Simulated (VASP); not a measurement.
The system is CsBa3.

```
Ba Cs
1.0
     6.60437    0.00000    0.00000
     0.00000    6.60437    0.00000
     0.00000    0.00000    6.60437
Ba Cs
3 1
Cartesian
  3.3022 3.3022 0.0000
  3.3022 0.0000 3.3022
  0.0000 3.3022 3.3022
  0.0000 0.0000 0.0000
```

The cell comes from a database or a generator and needn't be the stable form of this composition.

| Property | Result |
| --- | --- |
| Program | VASP 6.6.1 |
| Task | single point |
| Functional | PBE |
| Potentials or basis | VASP PAW PBE potentials, release 64 (Ba_sv, Cs_sv) |
| Cutoff | 520 eV |
| k mesh | 4 × 4 × 4 |
| Occupations | fermi-dirac, width 0.05 eV |
| Spin | no spin polarisation |

On this cell: pressure 0.0 GPa; largest force zero by symmetry; band gap on the k mesh none (metal or under the smearing width).

The same run follows on a disturbed copy (atoms moved at random, drawn with an rms of 0.05 Å):

```xyz
4
Lattice="6.6044 0.0000 0.0000 0.0000 6.6044 0.0000 0.0000 0.0000 6.6044" Properties=species:S:1:pos:R:3 pbc="T T T"
Ba    3.3170    3.2799   -0.0491
Ba    3.2979    0.0588    3.3236
Ba   -0.0281    3.3643    3.3165
Cs   -0.0041   -0.0187    0.0330
```

Q: What changes?

A: The energy (extrapolated to zero smearing) moves by +1.8 meV/atom; pressure 0.0 GPa; largest force 0.103 eV/Å; band gap on the k mesh none (metal or under the smearing width).

Forces in eV/Å, atoms in the order of the input:
```
Ba  -0.038  0.056  0.078
Ba  -0.014 -0.043 -0.038
Ba   0.040 -0.051 -0.029
Cs   0.012  0.038 -0.011
```
